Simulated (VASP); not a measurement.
Data:

```yaml
crystal:
  lattice:
    - [2.28900, 1.32156, 8.68400]
    - [-2.28900, 1.32156, 8.68400]
    - [0.00000, -2.64311, 8.68400]
  atoms:
    - { symbol: Ba, position: [0.99818, 0.00366, 0.00306] }
    - { symbol: Mg, position: [0.85740, 0.86550, 0.87480] }
    - { symbol: Mg, position: [0.12619, 0.13401, 0.15424] }
    - { symbol: Li, position: [0.41449, 0.45737, 0.40842] }
    - { symbol: Li, position: [0.59057, 0.55732, 0.56202] }
    - { symbol: Si, position: [0.76246, 0.73927, 0.76858] }
    - { symbol: Si, position: [0.25070, 0.24288, 0.22888] }
```

All values below come from LDA (Ceperley-Alder, Perdew-Zunger), VASP's LDA PAW potentials (set 64) (plane waves; VASP). Numerical set-up: 400 eV cut-off, 4×4×4 Γ-centred mesh, Fermi-Dirac smearing of 0.10 eV, potentials Ba_sv Mg Li_sv Si.

At this cut-off the stress carries a Pulay error, which pulls relaxed volumes low.

### Question
Give the force on each atom (eV/Å).

### Answer

| atom | Fx | Fy | Fz |
|---|---|---|---|
| Ba1 | 0.023 | 0.022 | -0.076 |
| Mg2 | 0.186 | 0.152 | -0.205 |
| Mg3 | -0.030 | 0.186 | -0.295 |
| Li4 | 0.322 | -0.349 | 0.125 |
| Li5 | -0.215 | -0.067 | 0.014 |
| Si6 | -0.308 | 0.222 | 0.178 |
| Si7 | 0.021 | -0.167 | 0.258 |

### Question
Give the stress tensor in GPa (positive for a compressed cell).

### Answer

```
-3.44  -0.13  -0.06
-0.13  -3.23  -0.10
-0.06  -0.10  -2.57
```
The pressure is its mean diagonal, -3.08 GPa.

The structure comes from a measured BaLi2Mg2Si2 entry of the Crystallography Open Database, whose conditions weren't checked. The cell was not relaxed at this level, atoms are displaced from their ideal sites. The k-mesh is coarse (spacing up to 0.40 per Å, 2π included), so the numbers may not be converged in it.
